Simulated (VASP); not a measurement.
VASP ran on this input.

File POSCAR:
```
ZrRh3
1
    3.9341100000     0.0000000000     0.0000000000
    0.0000000000     3.9341100000     0.0000000000
    0.0000000000     0.0000000000     3.9341100000
Zr Rh
1 3
Direct
  0.0000000000   0.0000000000   0.0000000000
  0.5000000000   0.5000000000   0.0000000000
  0.0000000000   0.5000000000   0.5000000000
  0.5000000000   0.0000000000   0.5000000000
```

File KPOINTS:
```
Automatic mesh
0
Gamma
2 2 2
0 0 0
```

### INCAR
```
SYSTEM = ZrRh3
PREC = Accurate
ENCUT = 400
EDIFF = 1E-6
NELM = 25
ALGO = VeryFast
LREAL = .FALSE.
LASPH = .TRUE.
ISMEAR = 1
SIGMA = 0.1
GGA = PE
LMAXMIX = 4
LWAVE = .FALSE.
LCHARG = .FALSE.
ISIF = 2
HFSCREEN = 0.2
AEXX = 0.25
LHFCALC = .TRUE.
PRECFOCK = Fast
ISYM = 3
```

POTCAR, in this order: Zr_sv Rh_pv (PBE.64 set). Program: vasp_std.

What VASP printed:

File standard output:
```
 POSCAR found type information on POSCAR ZrRh
 POSCAR found :  2 types and       4 ions
 Reading from existing POTCAR
 Reading from existing POTCAR
 LDA part: xc-table for (Slater+PW92), standard interpolation
 POSCAR, INCAR and KPOINTS ok, starting setup
 WAVECAR not read
 entering main loop
       N       E                     dE             d eps       ncg     rms          rms(c)
RMM:   1    -0.294197633208E+04   -0.29420E+04   -0.32043E+04   136   0.143E+03
RMM:   2    -0.331204508551E+04   -0.37007E+03   -0.90013E+03   136   0.476E+02
RMM:   3    -0.317926731094E+04    0.13278E+03   -0.10855E+03   136   0.175E+02
RMM:   4    -0.318638908630E+04   -0.71218E+01   -0.19254E+02   136   0.718E+01
RMM:   5    -0.319014397691E+04   -0.37549E+01   -0.82133E+01   136   0.441E+01
RMM:   6    -0.319238790203E+04   -0.22439E+01   -0.58970E+01   136   0.313E+01
RMM:   7    -0.319392660633E+04   -0.15387E+01   -0.44910E+01   136   0.244E+01
RMM:   8    -0.319219369615E+04    0.17329E+01   -0.57722E+01   136   0.279E+01
RMM:   9    -0.319082293506E+04    0.13708E+01   -0.19574E+01   448   0.195E+01
RMM:  10    -0.319106871581E+04   -0.24578E+00   -0.10426E+01   462   0.890E+00
RMM:  11    -0.319119308601E+04   -0.12437E+00   -0.77092E+00   453   0.834E+00
RMM:  12    -0.319113102707E+04    0.62059E-01   -0.83807E+00   461   0.794E+00    0.153E+01
RMM:  13     0.258666595714E+03    0.34498E+04   -0.99432E+01   486   0.613E+01    0.346E+01
RMM:  14     0.255694286773E+03   -0.29723E+01   -0.44124E+01   470   0.407E+01    0.779E+00
RMM:  15     0.263464002388E+03    0.77697E+01   -0.10408E+01   453   0.146E+01    0.249E+00
RMM:  16     0.262169811001E+03   -0.12942E+01   -0.56605E+00   453   0.869E+00    0.145E+00
RMM:  17     0.262449999090E+03    0.28019E+00   -0.54040E+00   470   0.761E+00    0.833E-01
RMM:  18     0.262397483726E+03   -0.52515E-01   -0.49870E+00   464   0.750E+00    0.796E-01
RMM:  19     0.262584664907E+03    0.18718E+00   -0.48246E+00   478   0.746E+00    0.379E-01
RMM:  20     0.262440681008E+03   -0.14398E+00   -0.51519E+00   486   0.748E+00    0.465E-01
RMM:  21     0.262618689601E+03    0.17801E+00   -0.47271E+00   481   0.746E+00    0.249E-01
RMM:  22     0.262458617684E+03   -0.16007E+00   -0.52642E+00   489   0.751E+00    0.321E-01
RMM:  23     0.262639694701E+03    0.18108E+00   -0.47665E+00   485   0.751E+00    0.249E-01
RMM:  24     0.262468795221E+03   -0.17090E+00   -0.53940E+00   489   0.757E+00    0.284E-01
RMM:  25     0.262651071126E+03    0.18228E+00   -0.49122E+00   487   0.756E+00

 -----------------------------------------------------------------------------
|                                                                             |
|           W    W    AA    RRRRR   N    N  II  N    N   GGGG   !!!           |
|           W    W   A  A   R    R  NN   N  II  NN   N  G    G  !!!           |
|           W    W  A    A  R    R  N N  N  II  N N  N  G       !!!           |
|           W WW W  AAAAAA  RRRRR   N  N N  II  N  N N  G  GGG   !            |
|           WW  WW  A    A  R   R   N   NN  II  N   NN  G    G                |
|           W    W  A    A  R    R  N    N  II  N    N   GGGG   !!!           |
|                                                                             |
|     The electronic self-consistency was not achieved in the given           |
|     number of steps (NELM). The forces and other quantities evaluated       |
|     might not be reliable so examine the results carefully. If you find     |
|     spurious results, we suggest increasing NELM, if you were close to      |
|     convergence or switching to a different ALGO or adjusting the           |
|     density mixing parameters otherwise.                                    |
|                                                                             |
 -----------------------------------------------------------------------------

   1 F= 0.26265107E+03 E0= 0.26265380E+03  d E =-.819296E-02
```

File OUTCAR:
```
------------------------ aborting loop EDIFF was not reached (unconverged)  ----------------------------
  FORCE on cell =-STRESS in cart. coord.  units (eV):
  Direction    XX          YY          ZZ          XY          YZ          ZX
  --------------------------------------------------------------------------------------
  Total     -224.4130576   -224.4130576   -224.4130576      0.0000000     -0.0000000      0.0000000
  in kB    -5904.9905741  -5904.9905741  -5904.9905741      0.0000000     -0.0000000      0.0000000
  external PRESSURE =   -5904.9905741 kB  Pullay stress =       0.0000000 kB
  volume of cell :       60.89
      direct lattice vectors                 reciprocal lattice vectors
     3.934110000  0.000000000  0.000000000     0.254187097  0.000000000  0.000000000
     0.000000000  3.934110000  0.000000000     0.000000000  0.254187097  0.000000000
     0.000000000  0.000000000  3.934110000     0.000000000  0.000000000  0.254187097
 POSITION                                       TOTAL-FORCE (eV/Angst)
 -----------------------------------------------------------------------------------
      0.00000      0.00000      0.00000         0.000000      0.000000      0.000000
      1.96705      1.96705      0.00000         0.000000      0.000000      0.000000
      0.00000      1.96705      1.96705         0.000000      0.000000      0.000000
      1.96705      0.00000      1.96705         0.000000      0.000000      0.000000
 -----------------------------------------------------------------------------------
    total drift:                               -0.046862     -0.108552     -0.235248
  FREE ENERGIE OF THE ION-ELECTRON SYSTEM (eV)
  ---------------------------------------------------
  free  energy   TOTEN  =       262.6510711257 eV

  energy  without entropy=      262.6592640856  energy(sigma->0) =      262.65380211

  exchange ACFDT corr.  =        -0.05261717  see jH, gK, PRB 81, 115126
```
(Selected blocks of OUTCAR.)

### Question
Read input and log: which fault does this run have?
(A) ICHARG = 11 asks for a fixed density, but there is no CHGCAR
(B) EDIFFG is positive, so the stop tests the energy change and not the forces
(C) a hybrid functional was run with ALGO = VeryFast
(D) NSW is too small for the relaxation to finish

### Answer
C, a hybrid functional was run with ALGO = VeryFast. Convergence was not reached. Against the sound run, the energy per atom (σ→0) goes up by 75.719 eV/atom; the pressure decreases by 583.17 GPa.

To mend it, set ALGO = Normal.

The mended run (HSE06 screened hybrid, plane waves, VASP's PBE PAW potentials (set 64)) converges, and its OSZICAR ends with
```
   1 F= -.40221708E+02 E0= -.40221949E+02  d E =0.724738E-03
```

The structure comes from a computed database's ZrRh3 entry (Pm-3m); how it stands against other phases isn't given here. The cell was not relaxed at this level. The electron count is odd and the run is not spin-polarised, which forces a metal.
